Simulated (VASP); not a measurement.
Consider the following.

```
CELL_PARAMETERS angstrom
      2.80000     0.00000     0.00000
      0.00000     2.80000     0.00000
      0.00000     0.00000     3.67000
ATOMIC_POSITIONS crystal
  Cu 0.00000 0.00000 0.00000
  Au 0.50000 0.50000 0.50000
```

These are MS2 meta-GGA, VASP's PBE PAW potentials (set 64) (plane waves; VASP 6.6.1) values and carry that method's errors. Settings: 520 eV cut-off, 12×12×9 Γ-centred mesh, first-order Methfessel-Paxton smearing of 0.10 eV, potentials Cu Au.

Energy and stress use the plane-wave basis of the starting cell.

**Question.** The ions, cell shape and volume are relaxed. Give the cell that the relaxation ends in.

**Answer.** 
```
CELL_PARAMETERS angstrom
      2.77900     0.00000     0.00000
      0.00000     2.77900     0.00000
      0.00000     0.00000     3.64015
ATOMIC_POSITIONS crystal
  Cu 0.00000 0.00000 0.00000
  Au 0.50000 0.50000 0.50000
```
Space group P4/mmm (123), at a tolerance of 0.03 Å.

**Question.** How do energy and volume change from the first to the last step?

**Answer.** The energy (σ→0) changes by -3.3 meV/atom and the volume by -2.3 %, in 4 ionic steps.

```csv
step,E(σ→0) (eV),max force (eV/Å),pressure (GPa),volume (Å³)
1,9.7199,0.000,-3.87,28.77
2,9.7269,0.000,5.21,27.35
3,9.7132,0.000,-0.57,28.20
4,9.7133,0.000,0.01,28.11
```

The compound is CuAu in the L1_0 structure. This run relaxes it. Symmetry was kept, so distortions that lower it aren't found.
